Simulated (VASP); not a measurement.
VASP runs on BN (space group F-43m) share one base input (PBEsol GGA, plane waves, VASP's PBE PAW potentials (set 64)) and change the settings named in each case.

### POSCAR
```
BN
1
    0.0000000000     1.8485350000     1.8485350000
    1.8485350000     0.0000000000     1.8485350000
    1.8485350000     1.8485350000     0.0000000000
B N
1 1
Direct
  0.0000000000   0.0000000000   0.0000000000
  0.7500000000   0.7500000000   0.7500000000
```

INCAR:
```
# general
SYSTEM=BN
PREC  =Accurate
ENCUT =400   # plane-wave cut-off (eV)
LREAL =.FALSE.
LASPH =.TRUE.   # aspherical one-centre terms

# electronic loop
EDIFF =1E-6   # SCF stop (eV)
NELM  =100   # most electronic steps
ALGO  =Normal   # blocked Davidson

# smearing
ISMEAR=0   # Gaussian
SIGMA =0.01   # width (eV)

# functional
GGA   =PS

# ions
ISIF  =2

# output
LWAVE =.FALSE.
LCHARG=.FALSE.
```

**KPOINTS**
```
Automatic mesh
0
Gamma
8 8 8
0 0 0
```

POTCAR, in this order: B N (PBE.64 set). Program: vasp_std.

| change | E(σ→0) (eV/atom) | pressure (GPa) | gap on the mesh (eV) |
|---|---|---|---|
| base run | -9.1374 | -30.72 | 4.21 |
| ENCUT = 160 | -8.5381 | -233.37 | 3.46 |
| ENCUT = 200 | -8.9713 | -157.33 | 2.84 |
| ENCUT = 240 | -9.1989 | -99.00 | 4.10 |
| ENCUT = 280 | -9.1484 | -68.20 | 4.09 |
| ENCUT = 320 | -9.1271 | -50.63 | 4.19 |
| ENCUT = 360 | -9.1249 | -38.74 | 4.16 |
| ENCUT = 460 | -9.1388 | -25.56 | 4.20 |
| ENCUT = 520 | -9.1373 | -24.86 | 4.20 |
| ENCUT = 600 | -9.1390 | -25.12 | 4.20 |
| ENCUT = 700 | -9.1411 | -25.09 | 4.20 |
| ENCUT = 800 | -9.1421 | -24.81 | 4.20 |
 Energies of different potentials or functionals have different zeros.  The base run's pressure lies -5.91 GPa from that at 800 eV (Pulay error).

Left out are runs that ran out of time, are held back, or changed the cell or the kind of run, fixed moments of cells without a moment, rows past the twelfth, gaps on odd meshes, pressures of charged cells and columns that move by less than the noise.

The structure comes from a computed database's BN entry; how it stands against other phases isn't given here. The cell was not relaxed at this level, its lattice was scaled by up to 2.5 %.
